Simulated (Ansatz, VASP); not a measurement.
# Si2B2C in VASP and in Ansatz

```
CELL_PARAMETERS angstrom
2.95513 0.00000 0.00000
-1.47757 2.55922 0.00000
0.00000 0.00000 11.58956
ATOMIC_POSITIONS crystal
Si 0.66667 0.33333 0.64749
Si 0.66667 0.33333 0.85251
Si 0.33333 0.66667 0.35251
Si 0.33333 0.66667 0.14749
B 0.66667 0.33333 0.47655
B 0.66667 0.33333 0.02345
B 0.33333 0.66667 0.97655
B 0.33333 0.66667 0.52345
C 0.00000 0.00000 0.75000
C 0.00000 0.00000 0.25000
```

Change from the starting cell: species swapped into the Ho2TeO2 type (P6_3/mmc, No. 194).

Alike in both runs: functional PBE; k mesh 6 × 6 × 2; occupations gaussian, width 0.1 eV; no spin polarisation.

Ansatz relaxed the structure, and its values are those at the end. VASP's run is a single point on that final structure, the one shown.

|  | VASP | Ansatz |
| --- | --- | --- |
| version | VASP 6.6.1 | Ansatz 0.2.0 |
| potentials or method | VASP PAW PBE potentials, release 64 (Si, B, C) | scalar-relativistic, plane waves, PAW |
| plane-wave cutoff (eV) | 520 | 420 |
| valence electrons in the cell | 36 | 36 |

|  | VASP | Ansatz | Ansatz less VASP |
| --- | --- | --- | --- |
| gap on the k mesh at the Fermi level (eV) | none | none | - |
| pressure (GPa) | -0.1 | -0.1 | +0.02 |
| rms of the force components (eV/Å) | 0.005 | 0.003 | -0.0017 |

A gap of «none» marks a metal or a gap that the smearing closes.

Caveats: the k mesh is coarse (spacing up to 0.41 Å⁻¹), so the values aren't converged.
